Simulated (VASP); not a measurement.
```
AlCo
1.0
    2.69144     0.00000     0.00000
    0.00000     2.69144     0.00000
    0.00000     0.00000     2.69144
Al Co
1 1
Direct
  0.50000   0.50000   0.50000
  0.00000   0.00000   0.00000
```

Calculation: PBE GGA, VASP's PBE PAW potentials (set 64) (plane waves; VASP). Settings: 500 eV cut-off, 13×13×13 Γ-centred mesh, first-order Methfessel-Paxton smearing of 0.10 eV, potentials Al Co.

Question: What does the run give for the energy per atom (σ→0), pressure, band gap (on the k-mesh) with the smallest direct gap where there is one?

Answer: 
The band gap (on the k-mesh) is none (metal, semimetal or under 0.01 eV). The energy per atom (σ→0) is -5.772 eV/atom and the pressure comes out as 44.94 GPa.

The compound is CoAl in the CsCl type structure. It was relaxed first under an external pressure of 45 GPa. The run is not spin-polarised, so no magnetic state was tried.
